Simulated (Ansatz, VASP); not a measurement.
## Two plane-wave programs on AgF4

Contents of INCAR:

```
PREC = Accurate
ENCUT = 520
EDIFF = 1E-6
ISMEAR = 0
SIGMA = 0.1
LREAL = F
LASPH = T
NELM = 100
ALGO = Normal
ISIF = 2
LWAVE = F
LCHARG = T
GGA = PE
LELF = T
LVHAR = T
NBANDS = 28
```

File KPOINTS:

```
Automatic mesh
0
Gamma
  6 6 4
```

Contents of POSCAR:

```
AgF4
1.0
    3.5811540000      0.0000000000      0.0000000000
    0.0000000000      3.5811540000      0.0000000000
    0.0000000000      0.0000000000      5.0645165600
Ag F
1 4
Direct
    0.0000000000      0.0000000000      0.0000000000
    0.5000000000      0.0000000000      0.2500000000
    0.0000000000      0.5000000000      0.7500000000
    0.5000000000      0.0000000000      0.7500000000
    0.0000000000      0.5000000000      0.2500000000
```

Input for Ansatz:

```yaml
crystal:
  lattice:
    - [3.581154, 0.0, 0.0]
    - [0.0, 3.581154, 0.0]
    - [0.0, 0.0, 5.06451656]
  atoms:
    - { symbol: Ag, position: [0.0, 0.0, 0.0] }
    - { symbol: F, position: [0.5, 0.0, 0.25] }
    - { symbol: F, position: [0.0, 0.5, 0.75] }
    - { symbol: F, position: [0.5, 0.0, 0.75] }
    - { symbol: F, position: [0.0, 0.5, 0.25] }
basis:
  ecutwfc: 420
kpoints:
  mp_grid: { grid: [6, 6, 4] }
hamiltonian:
  xc: pbe
scf:
  occupations: { method: gaussian, width: 0.1 }
  lower_state_search: "off"
output:
  forces: true
  stress: true
  eigenvalues: true
```

Change from the starting cell: ordered vacancies on the cation sites of fluorite (P4/mmm, No. 123).

Alike in both runs: task single point; functional PBE; k mesh 6 × 6 × 4; occupations gaussian, width 0.1 eV; no spin polarisation.

|  | VASP | Ansatz |
| --- | --- | --- |
| version | VASP 6.6.1 | Ansatz 0.2.0 |
| potentials or method | VASP PAW PBE potentials, release 64 (Ag, F) | scalar-relativistic, plane waves, PAW |
| plane-wave cutoff (eV) | 520 | 420 |
| valence electrons in the cell | 39 | 47 |

|  | VASP | Ansatz | Ansatz less VASP |
| --- | --- | --- | --- |
| gap on the k mesh at the Fermi level (eV) | none | none | - |
| pressure (GPa) | -0.6 | -0.4 | +0.17 |
| largest component of the traceless stress (GPa) | 3.80 | 3.81 | +0.012 |
| rms of the force components (eV/Å) | 0.202 | 0.219 | +0.0178 |

Atom by atom the forces differ by 0.018 eV/Å (rms over components). A gap of «none» marks a metal or a gap that the smearing closes. The functional is the same, so the differences come from potentials, cutoffs and numerics. The two sets of potentials don't hold the same shells in valence.

Caveats: an odd number of electrons without spin polarisation forces a metal; a magnetic or distorted state may lie lower.
